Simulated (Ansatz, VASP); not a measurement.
CaB3Sb3: VASP beside Ansatz

Contents of INCAR:

```
SYSTEM = CaB3Sb3
  ALGO = Normal
  EDIFF = 1E-6
  EDIFFG = -0.01
  ENCUT = 600
  GGA = PE
  IBRION = 2
  ISIF = 3
  ISMEAR = 0
  LASPH = .True.
  LCHARG = .False.
  LREAL = .False.
  LWAVE = .False.
  NELM = 100
  NSW = 100
  PREC = Accurate
  SIGMA = 0.1
```

The input KPOINTS:

```
k-points
0
Gamma
  8 8 8
  0 0 0
```

Contents of POSCAR:

```
CaB3Sb3
1.0
    5.1864642100      0.0000000000      0.0000000000
    0.0000000000      5.1864642100      0.0000000000
    0.0000000000      0.0000000000      5.1864642100
Ca B Sb
1 3 3
Direct
    0.5000000000      0.5000000000      0.5000000000
    0.5000000000      0.5000000000      0.0000000000
    0.0000000000      0.5000000000      0.5000000000
    0.5000000000      0.0000000000      0.5000000000
    0.5000000000      0.0000000000      0.0000000000
    0.0000000000      0.5000000000      0.0000000000
    0.0000000000      0.0000000000      0.5000000000
```

Input for Ansatz:

```yaml
crystal:
  lattice:
    - [5.18646421, 0.0, 0.0]
    - [0.0, 5.18646421, 0.0]
    - [0.0, 0.0, 5.18646421]
  atoms:
    - { symbol: Ca, position: [0.5, 0.5, 0.5] }
    - { symbol: B, position: [0.5, 0.5, 0.0] }
    - { symbol: B, position: [0.0, 0.5, 0.5] }
    - { symbol: B, position: [0.5, 0.0, 0.5] }
    - { symbol: Sb, position: [0.5, 0.0, 0.0] }
    - { symbol: Sb, position: [0.0, 0.5, 0.0] }
    - { symbol: Sb, position: [0.0, 0.0, 0.5] }
basis:
  ecutwfc: 420
kpoints:
  mp_grid: { grid: [8, 8, 8] }
hamiltonian:
  xc: pbe
scf:
  occupations: { method: gaussian, width: 0.1 }
output:
  forces: true
  stress: true
  eigenvalues: true
relax:
  adjacent_minimum: "off"
  f_tol: 0.01
  max_steps: 80
  cell: { stress_tol: 0.05 }
```

Change from the starting cell: species swapped into the Ce3GaBr3 type (Pm-3m, No. 221).

Alike in both runs: task relaxation of cell and atoms; functional PBE; k mesh 8 × 8 × 8; occupations gaussian, width 0.1 eV; no spin polarisation.

```csv
,VASP,Ansatz
version,VASP 6.6.1,Ansatz 0.2.0
potentials or method,"VASP PAW PBE potentials, release 64 (Ca_sv, B, Sb)","scalar-relativistic, plane waves, PAW"
plane-wave cutoff (eV),600,420
valence electrons in the cell,34,64
```

|  | VASP | Ansatz | Ansatz less VASP |
| --- | --- | --- | --- |
| gap on the k mesh at the Fermi level, each at its own relaxed structure (eV) | none | none | - |
| relaxed volume (Å³/atom) | 19.25 | 19.23 | -0.020 |
| relaxed cell length with the largest relative difference (Å) | 5.127 | 5.125 | -0.0018 |
| energy change over the relaxation (meV/atom) | -5 | -5 | -0.3 |

A gap of «none» marks a metal or a gap that the smearing closes. The two sets of potentials don't hold the same shells in valence.

The runs have no spin-orbit coupling, so splittings on Sb are missing.
